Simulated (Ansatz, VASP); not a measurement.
# Cu (Cu(100)-(2x1) missing row) in two plane-wave programs, part 2 of 2

Aim: how closely do two programs agree when they are given the same cell, functional and k mesh? Of the first pair: The structure shown is the start of the Ansatz relaxation below; VASP solves that cell, so the two are compared at the walk's first step.

VASP 6.6.1 and Ansatz 0.2.0.

So far: The starting structure; Ansatz: relaxation, LDA; VASP: single point, LDA, start cell, pair 1.

### 4. Differences

Known differences besides the potentials themselves: the two LDA forms differ slightly; the data sets hold 133 valence electrons in Ansatz (on its default PAW (the set named soft_2) files) and 77 in VASP; the cutoff is 420 eV in Ansatz and 520 eV in VASP; VASP's log shows a relativistic correction to its local exchange, Ansatz's none. Total energies have different zeros and are not compared.

Forces (eV/Å; atoms numbered as in POSCAR):

| atom | Ansatz x, y, z | VASP x, y, z |
| --- | --- | --- |
| Cu1 | -0.045, 0.000, 0.706 | -0.045, 0.000, 0.669 |
| Cu2 | 0.045, 0.000, 0.706 | 0.045, 0.000, 0.669 |
| Cu3 | 0.000, 0.000, -0.304 | 0.000, 0.000, -0.301 |
| Cu4 | 0.000, 0.000, -0.039 | 0.000, 0.000, -0.041 |
| Cu5 | -0.143, 0.000, 0.072 | -0.135, 0.000, 0.085 |
| Cu6 | 0.143, 0.000, 0.072 | 0.135, 0.000, 0.085 |
| Cu7 | 0.000, 0.000, -1.214 | 0.000, 0.000, -1.167 |

The forces differ by 16 meV/Å r.m.s., which is 4.7 % of the r.m.s. force of 0.338 eV/Å (both taken over all components). With vacuum in the cell, a pressure given here is an average over mostly empty space and none of the material.

### 5. Ansatz: single point, LDA, pair 2

With cell and atoms fixed, the geometry can't cause a difference; cores, projectors, grids and the points listed under the comparison can.

The cell is taken from a series of runs on this material, whose earlier steps may have relaxed, scaled, displaced or heated it; both programs get it as it stands.

File input.yaml:

```yaml
crystal:
  lattice:
    - [5.1053109602, 0.0, 0.0]
    - [0.0, 2.5526554801, 0.0]
    - [0.0, 0.0, 22.415]
  atoms:
    - { symbol: Cu, position: [0.25, 0.5, 0.3792103502] }
    - { symbol: Cu, position: [0.75, 0.5, 0.3792103502] }
    - { symbol: Cu, position: [0.0, 0.0, 0.4597367834] }
    - { symbol: Cu, position: [0.5, 0.0, 0.4597367834] }
    - { symbol: Cu, position: [0.2596530865, 0.5, 0.5349509556] }
    - { symbol: Cu, position: [0.7403469135, 0.5, 0.5349509556] }
    - { symbol: Cu, position: [0.0, 0.0, 0.601810593] }
kpoints:
  mp_grid: { grid: [12, 24, 1] }
hamiltonian:
  xc: lda
scf:
  occupations: { method: fermi_dirac, width: 0.05 }
  convergence: { dr2_threshold: 1.0e-09 }
  n_extra_bands: 17
efield:
  axis: 3
  dipole_correction: true
  ramp_position: 0.97
  ramp_width: 0.06
output:
  band_densities:
    - { e_range: [-0.1, 0] }
    - { e_range: [-0.5, 0] }
    - { e_range: [-1.0, 0] }
    - { e_range: [0, 0.1] }
    - { e_range: [0, 0.5] }
    - { e_range: [0, 1.0] }
    - { e_range: [-2.0, -1.8] }
    - { e_range: [-1.8, -1.6] }
    - { e_range: [-1.6, -1.4] }
    - { e_range: [-1.4, -1.2] }
    - { e_range: [-1.2, -1.0] }
    - { e_range: [-1.0, -0.8] }
    - { e_range: [-0.8, -0.6] }
    - { e_range: [-0.6, -0.4] }
    - { e_range: [-0.4, -0.2] }
    - { e_range: [-0.2, 0.0] }
    - { e_range: [0.0, 0.2] }
    - { e_range: [0.2, 0.4] }
    - { e_range: [0.4, 0.6] }
    - { e_range: [0.6, 0.8] }
    - { e_range: [0.8, 1.0] }
    - { e_range: [1.0, 1.2] }
    - { e_range: [1.2, 1.4] }
    - { e_range: [1.4, 1.6] }
    - { e_range: [1.6, 1.8] }
    - { e_range: [1.8, 2.0] }
  band_residual_tolerance: 0.0001
  dos: { projected: true, e_range: [-5, 4] }
  write_potential: true
  write_density: true
  volumetric_format: npy
```

Run with:

```bash
$ ansatz run input.yaml --threads 4 --pin off --max-ram 6144MiB --backend cpu --events-out ev --progress --plain --runs-dir out
```

Numbers of over 12 decimals in the logs are rounded to 6 here.

The log of the run:

```text
[...]
Crystal: 7 atoms, lattice volume = 292.115 Å³
Basis set: ecut = 420 eV, 5763 PW (Γ)
Bands: 84, of which v1, the nominal top of the filled ones, is band 67 counted from 1 (66 counted from 0)
Symmetry: 4 space group operations
[...]
k-points: 91 of 288
[...]
e_range: [1.2, 1.4]                           0.416667             1.6e-5           0
  e_range: [1.4, 1.6]                           0.333333             1.5e-5           0
  e_range: [1.6, 1.8]                           0.555556             1.4e-5           0
  e_range: [1.8, 2]                             0.437500             1.1e-5           0
[key lines of the parts left out:]
SCF converged after 13 iterations
Free energy (F): -45886.308789 eV
Fermi energy:    1.254674 eV
Dipole field:    D = 0.007786 V/Å  (p = 0.012569 e·Å, saw-weighted, corrected)
Work function:   Φ+ = 4.6559 eV   Φ− = 4.8304 eV
```

### 6. VASP: single point, LDA, pair 2

The same cell, functional (in two slightly different forms), mesh and smearing now go to VASP, with its own data sets.

File INCAR:

```
SYSTEM = Cu
PREC = Accurate
ENCUT = 520
EDIFF = 1E-06
NELM = 120
ISMEAR = -1
SIGMA = 0.05
LREAL = .FALSE.
ALGO = Normal
GGA = CA
NBANDS = 47
LASPH = .TRUE.
LORBIT = 11
LWAVE = .FALSE.
LCHARG = .FALSE.
ISIF = 2
LDIPOL = .TRUE.
IDIPOL = 3
DIPOL = 0.5 0.5 0.478
LVHAR = .TRUE.
GGA_COMPAT = .FALSE.
NELMDL = -8
KPAR = 2
```

File POSCAR:

```
Cu
1.0
    5.1053109602      0.0000000000      0.0000000000
    0.0000000000      2.5526554801      0.0000000000
    0.0000000000      0.0000000000     22.4150000000
Cu
7
Direct
    0.2500000000      0.5000000000      0.3792103502
    0.7500000000      0.5000000000      0.3792103502
    0.0000000000      0.0000000000      0.4597367834
    0.5000000000      0.0000000000      0.4597367834
    0.2596530865      0.5000000000      0.5349509556
    0.7403469135      0.5000000000      0.5349509556
    0.0000000000      0.0000000000      0.6018105930
```

File KPOINTS:

```
Automatic mesh
0
Gamma
12 24 1
0 0 0
```

Potentials, in the order of the species: Cu (LDA family, release 64).

Run with:

```bash
$ mpirun -np 2 vasp_std
```

The log of the run:

```text
[... set-up lines as in an earlier step ...]
 entering main loop
       N       E                     dE             d eps       ncg     rms          rms(c)
DAV:   1     0.667539197825E+03    0.66754E+03   -0.32105E+04  8554   0.187E+03
DAV:   2     0.303369313447E+02   -0.63720E+03   -0.61716E+03  8568   0.401E+02
DAV:   3    -0.324427669988E+02   -0.62780E+02   -0.59167E+02  9247   0.187E+02
DAV:   4    -0.350923925542E+02   -0.26496E+01   -0.26139E+01  9551   0.494E+01
[...]
DAV:  26    -0.293139552295E+02   -0.24459E-05   -0.38724E-07  5743   0.125E-02    0.443E-04
DAV:  27    -0.293139580412E+02   -0.28117E-05   -0.32604E-07  5705   0.384E-03    0.357E-04
DAV:  28    -0.293139587690E+02   -0.72774E-06   -0.11577E-07  5494   0.325E-03
   1 F= -.29313959E+02 E0= -.29306505E+02  d E =-.149084E-01
```

From OUTCAR (step 6):

```text
  Total       -5.0671141     -6.2197723     -2.2694945      0.0000000      0.0000000      0.0000000
  in kB      -27.7918924    -34.1139430    -12.4476272      0.0000000      0.0000000      0.0000000
  external PRESSURE =     -24.7844875 kB  Pullay stress =       0.0000000 kB

 POSITION                                       TOTAL-FORCE (eV/Angst)
 -----------------------------------------------------------------------------------
      1.27633      1.27633      8.50000        -0.045103     -0.000000      0.655783
      3.82898      1.27633      8.50000         0.045103     -0.000000      0.655783
      0.00000      0.00000     10.30500         0.000000     -0.000000     -0.622125
      2.55266      0.00000     10.30500         0.000000     -0.000000     -0.732837
      1.32561      1.27633     11.99093         0.008051      0.000000     -0.001057
      3.77970      1.27633     11.99093        -0.008051     -0.000000     -0.001057
      0.00000      0.00000     13.48958         0.000000     -0.000000      0.045510
 -----------------------------------------------------------------------------------
    total drift:                               -0.000000      0.000000     -0.001115

  FREE ENERGIE OF THE ION-ELECTRON SYSTEM (eV)
  ---------------------------------------------------
  free  energy   TOTEN  =       -29.3139587690 eV

  energy  without entropy=      -29.2990504137  energy(sigma->0) =      -29.30650459

[... 1 part as in an earlier step ...]

[... 2 further parts left out ...]
[key lines of the parts left out:]
E-fermi :  -1.2784
```

### 7. Differences

What differs besides the data sets and the points named for the pairs above, as far as they apply: the data sets hold 133 valence electrons in Ansatz (on its default PAW (the set named soft_2) files) and 77 in VASP. Total energies have different zeros and are not compared.

The two programs side by side:

| quantity | Ansatz | VASP | difference |
| --- | --- | --- | --- |
| work function, lower of the two faces (eV) | 4.66 | 4.64 | +0.02 |
| work function, higher of the two faces (eV) | 4.83 | 4.81 | +0.02 |

With vacuum in the cell, a pressure given here is an average over mostly empty space and none of the material.

### 8. Results

| Quantity | Value |
| --- | --- |
| r.m.s. force difference (single point, LDA, start cell, pair 1) | 4.7 % of the r.m.s. force |
| difference in work function, higher of the two faces (single point, LDA, pair 2) | 0.021 eV |

What this shows: The r.m.s. force difference is 4.7 % of the r.m.s. force (single point, LDA, start cell, pair 1), beyond the 3 % picked in this series as the mark of a large difference. The data sets hold unlike numbers of valence electrons (133 in Ansatz and 77 in VASP), so part of the differences comes from the potentials. What causes the difference of the single point, LDA, start cell, pair 1 pair stays open here. 1 further run of this series is not shown here. Such differences can come from data sets, numerical settings and the points named under the comparisons, not from the functional's error against experiment.

[Lines on the potential files, build, host, timing and source positions are cut from VASP's logs without a mark.]

[Logs are printed without paths, hosts, clocks, repeated set-up lines and the standing remarks that a program may print on its own settings, such as how far it seeks lower states.]

[Hosts, paths, dates, database ids (printed as entryN), source tags and the programs' standing remarks are cut or masked in the printed files.]
